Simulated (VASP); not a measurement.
An input for Ansatz (written as the equivalent of a VASP run, and not itself run):

Ansatz 0.2 input:
```yaml
crystal:
  lattice:
    - [3.7196962, 0.0000000, 0.0000000]
    - [0.0000000, 3.6251715, 3.6434141]
    - [0.0000000, -3.6251715, 3.6434141]
  atoms:
    - { symbol: Ir, position: [0.5000000, 0.4973154, 0.9916187] }
    - { symbol: Ir, position: [0.5000000, 0.9916187, 0.4973154] }
    - { symbol: O, position: [0.5000000, 0.1738250, 0.1738250] }
    - { symbol: O, position: [0.5000000, 0.6629155, 0.3347814] }
    - { symbol: O, position: [0.5000000, 0.3347814, 0.6629155] }
    - { symbol: O, position: [0.5000000, 0.8440519, 0.8440519] }
    - { symbol: O, position: [0.0000000, 0.5008788, 0.9935332] }
    - { symbol: O, position: [0.0000000, 0.9935332, 0.5008788] }
kpoints:
  mp_grid: { grid: [9, 7, 7] }
hamiltonian:
  xc: pbesol
  pseudopotentials: { kind: paw }
scf:
  occupations: { method: tetrahedron }
  max_iter: 100
output: { forces: true, stress: true, eigenvalues: true }
```

### Question
Translate this input to VASP (INCAR, KPOINTS, POSCAR, choice of POTCAR).

### Answer
Several could match; the one computed here: 
**INCAR**
```
SYSTEM = IrO3
PREC = Accurate
ENCUT = 520
EDIFF = 1E-7
NELM = 100
ALGO = Normal
LREAL = .FALSE.
LASPH = .TRUE.
ISMEAR = -5
GGA = PS
LMAXMIX = 6
LWAVE = .FALSE.
LCHARG = .TRUE.
LORBIT = 11
NEDOS = 601
ISIF = 2
LEFG = .TRUE.
```

File POSCAR:
```
IrO3
3.7196960
  1.0000000668   0.0000000000   0.0000000000
  0.0000000000   0.9745881008   0.9794924278
  0.0000000000  -0.9745881008   0.9794924278
Ir O
2 6
Cart
  0.5000000334  -0.4817421279   1.4583996902
  0.5000000334   0.4817421279   1.4583996902
  0.5000000334   0.0000000000   0.3405205672
  0.5000000334   0.3197955884   0.9772365425
  0.5000000334  -0.3197955884   0.9772365425
  0.5000000334  -0.0000000000   1.6534849773
  0.0000000000  -0.4801351154   1.4637652819
  0.0000000000   0.4801351154   1.4637652819
```

### KPOINTS
```
Automatic mesh
0
Gamma
9 7 7
0 0 0
```

POTCAR, in this order: Ir O (PBE.64 set). Program: vasp_std.

Limits of the translation: each code has its own PAW files, so the cut-off isn't converted (ENCUT is set for VASP's; basis.ecutwfc is left out, and Ansatz then takes the one that its files recommend); Ansatz stops its SCF on the density residual and VASP on the energy change (EDIFF); the field gradients of LEFG aren't asked of the other code.

The structure comes from a computed database's IrO3 entry (Amm2); how it stands against other phases isn't given here. It was relaxed first.
